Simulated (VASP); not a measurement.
Input:

```yaml
crystal:
  lattice:
    - [5.68040, 0.00000, 0.00000]
    - [-2.84020, 4.91937, 0.00000]
    - [0.00000, 0.00000, 4.59745]
  atoms:
    - { symbol: Ti, position: [0.83030, 0.66060, 0.25000] }
    - { symbol: Ti, position: [0.16970, 0.83030, 0.75000] }
    - { symbol: Ti, position: [0.33940, 0.16970, 0.25000] }
    - { symbol: Ti, position: [0.16970, 0.33940, 0.75000] }
    - { symbol: Ti, position: [0.83030, 0.16970, 0.25000] }
    - { symbol: Ti, position: [0.66060, 0.83030, 0.75000] }
    - { symbol: Al, position: [0.33333, 0.66667, 0.25000] }
    - { symbol: Al, position: [0.66667, 0.33333, 0.75000] }
```

All values below come from PBEsol GGA, VASP's PBE PAW potentials (set 64) (plane waves; VASP). Run with 400 eV cut-off, Gaussian smearing of 0.050 eV, potentials Ti_sv Al.

### Question
Give the energies of bands 32 to 45 at the high-symmetry points, in eV from the Fermi level.

### Answer

```
band      Γ      M      K      A      L      H
----  -----  -----  -----  -----  -----  -----
32    -1.97  -1.54  -1.77  -1.89  -2.01  -1.51
33    -1.86  -1.44  -1.42  -0.63  -1.35  -1.06
34    -1.26  -0.87  -1.21  -0.63  -1.35  -1.06
35    -1.26  -0.82  -0.63  -0.63  -0.32  -0.41
36    -0.94  -0.77  -0.53  -0.63  -0.32  -0.41
37    -0.94  -0.53  -0.53  -0.49  -0.13  -0.29
38    -0.48  -0.34  -0.11  -0.49  -0.13  -0.29
39    -0.21  -0.31  -0.11  -0.05   0.08  -0.07
40     0.09   0.58   0.38  -0.05   0.08  -0.07
41     0.79   0.60   0.57   0.55   0.32   0.62
42     0.79   0.76   0.57   0.55   0.32   0.62
43     0.80   0.80   1.04   0.55   0.73   0.94
44     1.01   1.03   1.04   0.55   0.73   0.94
45     1.01   1.50   1.07   1.86   1.47   1.02
```

It has no gap at this level: it comes out as a metal or semimetal.

The structure was generated: Ti3Al was put into the D019 type (P6_3/mmc), which need not be its known phase. It was relaxed first, which changed the volume by -12 %.
